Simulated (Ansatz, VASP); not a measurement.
# Cu3Ru4 (Cu(111) on Ru(0001), film 4.2 A thick) in two plane-wave programs, part 2 of 2

Wanted: the spread between two codes on one cell, functional and k mesh. The structure shown is the start of the Ansatz relaxation below; VASP solves that cell, so the two are compared at the walk's first step.

VASP 6.6.1 and Ansatz 0.2.0.

So far: Starting point; Ansatz: relaxation, PBE.

### Step 3. VASP: single point, PBE, start cell

Level of this step: PBE; plane waves and PAW (Ru_pv, Cu) (VASP).

The same cell, functional, mesh and smearing now go to VASP, with its own data sets.

Lines of VASP's logs that name or quote its potential files are left out, and so is its time.

INCAR

```
SYSTEM = Cu3Ru4
PREC = Accurate
ENCUT = 520
EDIFF = 1E-06
NELM = 120
ISMEAR = -1
SIGMA = 0.1
LREAL = Auto
ALGO = Normal
GGA = PE
NBANDS = 416
LASPH = .TRUE.
LORBIT = 11
LWAVE = .FALSE.
LCHARG = .FALSE.
ISIF = 2
GGA_COMPAT = .FALSE.
KPAR = 4
```

POSCAR

```
Cu3Ru4
1.0
    7.1832100000      0.0000000000      0.0000000000
    1.0261700000      7.1095400000      0.0000000000
    0.0000000000      0.0000000000     26.7673400000
Ru Cu
32 24
Direct
    0.8381377270      0.1678870926      0.2615799702
    0.9949214386      0.9992207653      0.3411993870
    0.8325914525      0.1649051837      0.4234899695
    0.0004143045      0.9988831908      0.5017009535
    0.4600960260      0.2964748774      0.2615500830
    0.6240943730      0.1234679037      0.3403102438
    0.4590046133      0.2893998768      0.4228212441
    0.6247046147      0.1236788878      0.5018690688
    0.0807709073      0.4146541126      0.2619797111
    0.2498573932      0.2478360063      0.3412890485
    0.0837911198      0.4151464089      0.4233293260
    0.2503759251      0.2482017121      0.5014282331
    0.7061768967      0.5387830999      0.2623495648
    0.8752875047      0.3704318423      0.3419390944
    0.7097881129      0.5404006448      0.4235497438
    0.8754793654      0.3738638505      0.5019998252
    0.3271747762      0.6659080616      0.2622711110
    0.5019352612      0.5031267846      0.3423014764
    0.3333527034      0.6653454373      0.4241586949
    0.5006442001      0.4979365754      0.5021492610
    0.9607208439      0.7954241765      0.2613707600
    0.1302045865      0.6231064176      0.3415692407
    0.9589350748      0.7898963927      0.4233106465
    0.1241894084      0.6238940916      0.5022912251
    0.5821973660      0.9216348737      0.2618713701
    0.7516164070      0.7518067273      0.3416514304
    0.5824068018      0.9157835809      0.4230304543
    0.7495870622      0.7496406237      0.5018391816
    0.2082731648      0.0449536820      0.2614903087
    0.3736940665      0.8667930696      0.3407286641
    0.2080652484      0.0389054707      0.4226718083
    0.3751398199      0.8749933188      0.5020185046
    0.0839817116      0.4153714586      0.5840811975
    0.0420005421      0.2078615494      0.6610294486
    0.2495089074      0.2508601119      0.7356614441
    0.3333885739      0.6666535388      0.5839205539
    0.2917944815      0.4582856275      0.6607791435
    0.4994548473      0.4993431361      0.7355082724
    0.2085963941      0.0415216737      0.5841596513
    0.1660946449      0.8330074801      0.6607791435
    0.3743897878      0.8751761717      0.7354597057
    0.7081501234      0.5412445812      0.5840401026
    0.6671326904      0.3329329324      0.6608202384
    0.8747035000      0.3740326378      0.7355717826
    0.5835964237      0.9169088295      0.5843090871
    0.5410047337      0.7080204908      0.6608501256
    0.7493036262      0.7476292418      0.7354895929
    0.4580579517      0.2907642407      0.5840886693
    0.4167066849      0.0836200373      0.6610294486
    0.6245052548      0.1253667607      0.7356203493
    0.9575765123      0.7914154784      0.5841708590
    0.9164112610      0.5821895650      0.6607305769
    0.1241770637      0.6241754038      0.7354111391
    0.8337952842      0.1658335138      0.5841484436
    0.7915333514      0.9578819445      0.6611602049
    0.0001911302      0.9991785685      0.7355493673
```

KPOINTS

```
Automatic mesh
0
Gamma
3 3 1
0 0 0
```

Potentials, in the order of the species: Ru_pv and Cu (PBE family, release 64).

Launch:

```
> mpirun -np 8 vasp_std
```

Numbers of over 12 decimals in the logs are rounded to 6 here.

What it wrote:

```text
[banner, memory and clock lines left out]
running    8 mpi-ranks, on    1 nodes
[...]
|                                                                             |
|           W    W    AA    RRRRR   N    N  II  N    N   GGGG   !!!           |
|           W    W   A  A   R    R  NN   N  II  NN   N  G    G  !!!           |
|           W    W  A    A  R    R  N N  N  II  N N  N  G       !!!           |
|           W WW W  AAAAAA  RRRRR   N  N N  II  N  N N  G  GGG   !            |
|           WW  WW  A    A  R   R   N   NN  II  N   NN  G    G                |
|           W    W  A    A  R    R  N    N  II  N    N   GGGG   !!!           |
|                                                                             |
|     For optimal performance we recommend to set                             |
|       NCORE = 2 up to number-of-cores-per-socket                            |
|     NCORE specifies how many cores store one orbital (NPAR=cpu/NCORE).      |
|     This setting can greatly improve the performance of VASP for DFT.       |
|     The default, NCORE=1 might be grossly inefficient on modern             |
|     multi-core architectures or massively parallel machines. Do your        |
|     Unfortunately you need to use the default for GW and RPA                |
|     calculations (for HF NCORE is supported but not extensively tested      |
|     yet).                                                                   |
|                                                                             |

 LDA part: xc-table for (Slater+PW92), standard interpolation
 POSCAR, INCAR and KPOINTS ok, starting setup
[...]
entering main loop
       N       E                     dE             d eps       ncg     rms          rms(c)
DAV:   1     0.119356346325E+05    0.11936E+05   -0.34157E+05  4352   0.212E+03
DAV:   2     0.147261851306E+04   -0.10463E+05   -0.10022E+05  4224   0.664E+02
DAV:   3    -0.155572660843E+03   -0.16282E+04   -0.14859E+04  4248   0.277E+02
DAV:   4    -0.400204256982E+03   -0.24463E+03   -0.20769E+03  6616   0.104E+02
[...]
DAV:  45    -0.369836850546E+03   -0.36631E-05   -0.36082E-07  2608   0.186E-03    0.103E-03
DAV:  46    -0.369836851743E+03   -0.11979E-05   -0.15635E-07  2392   0.132E-03    0.830E-04
DAV:  47    -0.369836852706E+03   -0.96220E-06   -0.12011E-07  2440   0.103E-03
   1 F= -.36983685E+03 E0= -.36911458E+03  d E =-.144454E+01
```

Parts of OUTCAR (step 3):

```text
  Total      -38.0285148    -37.4271543    -27.3474343     -0.1492555      1.0570851     -0.0831101
  in kB      -44.5712349    -43.8664116    -32.0524986     -0.1749345      1.2389542     -0.0974090
  external PRESSURE =     -40.1633817 kB  Pullay stress =       0.0000000 kB

 POSITION                                       TOTAL-FORCE (eV/Angst)
 -----------------------------------------------------------------------------------
      6.19280      1.19360      7.00180        -0.342343     -0.080116      0.465221
      8.17210      7.10400      9.13300         0.564763     -0.006291     -0.111819
      6.14990      1.17240     11.33570        -0.013256      0.018846     -0.245096
      1.02800      7.10160     13.42920        -0.001321     -0.006282      0.084832
      3.60920      2.10780      7.00100        -0.080818     -0.198163      0.643182
      4.60970      0.87780      9.10920         0.069700      0.112793      0.111203
      3.59410      2.05750     11.31780         0.002831      0.087180     -0.160666
      4.61430      0.87930     13.43370        -0.002632      0.003805      0.014130
      1.00570      2.94800      7.01250         0.147364      0.094156      0.585110
      2.04910      1.76200      9.13540         0.090621      0.158229     -0.150126
      1.02790      2.95150     11.33140        -0.012442      0.004066     -0.230187
      2.05320      1.76460     13.42190         0.020386     -0.017681      0.108964
      5.62550      3.83050      7.02240         0.192864      0.210384      0.537486
      6.66750      2.63360      9.15280        -0.036507      0.344365     -0.237529
[...]
-----------------------------------------------------------------------------------
    total drift:                               -0.010168     -0.001885     -0.008688

  FREE ENERGIE OF THE ION-ELECTRON SYSTEM (eV)
  ---------------------------------------------------
  free  energy   TOTEN  =      -369.8368527057 eV

  energy  without entropy=     -368.3923132158  energy(sigma->0) =     -369.11458296

[... 1 further part left out ...]
```

### Step 4. Side by side

Known differences besides the potentials themselves: the data sets hold 968 valence electrons in Ansatz (on its default PAW (the set named soft_2) files) and 712 in VASP; the cutoff is 420 eV in Ansatz and 520 eV in VASP (PREC = Accurate, projectors in real space). Total energies have different zeros and are not compared.

Forces on 10 of the 56 atoms, those with the largest forces and the largest differences (eV/Å; atoms numbered as in POSCAR):

| atom | Ansatz x, y, z | VASP x, y, z |
| --- | --- | --- |
| Ru1 | -0.340, -0.081, 0.473 | -0.342, -0.080, 0.465 |
| Ru5 | -0.081, -0.197, 0.648 | -0.081, -0.198, 0.643 |
| Ru9 | 0.150, 0.095, 0.592 | 0.147, 0.094, 0.585 |
| Ru13 | 0.194, 0.209, 0.544 | 0.193, 0.210, 0.537 |
| Ru21 | -0.159, -0.188, 0.657 | -0.161, -0.190, 0.652 |
| Ru29 | 0.007, -0.214, 0.609 | 0.006, -0.216, 0.602 |
| Ru30 | 0.191, 0.741, 0.036 | 0.193, 0.746, 0.040 |
| Cu41 | 0.006, -0.013, -0.124 | 0.006, -0.012, -0.103 |
| Cu47 | 0.012, 0.025, -0.126 | 0.013, 0.026, -0.105 |
| Cu50 | 0.008, -0.019, -0.124 | 0.007, -0.019, -0.103 |

The forces differ by 5.9 meV/Å r.m.s., which is 3.3 % of the r.m.s. force of 0.181 eV/Å (both taken over all components). With vacuum in the cell, a pressure given here is an average over mostly empty space and none of the material.

### Step 5. Results

```yaml
r_m_s_force_difference_single_point_pbe_start_cell: 5.9 meV/Å
```

What this shows: The r.m.s. force difference is 5.9 meV/Å (single point, PBE, start cell), within the 12 meV/Å picked in this series as the mark of a large difference. The data sets hold unlike numbers of valence electrons (968 in Ansatz and 712 in VASP), so part of the differences comes from the potentials. VASP runs on this material, other cells of it included, that failed, so that no pair exists: single point, PBE (timeout). How closely two codes agree says nothing of how well the functional describes the real material.

[Lines on the potential files, build, host, timing and source positions are cut from VASP's logs without a mark.]

[Logs are printed without paths, hosts, clocks, repeated set-up lines and the standing remarks that a program may print on its own settings, such as how far it seeks lower states.]

[Hosts, paths, dates, database ids (printed as entryN), source tags and the programs' standing remarks are cut or masked in the printed files.]
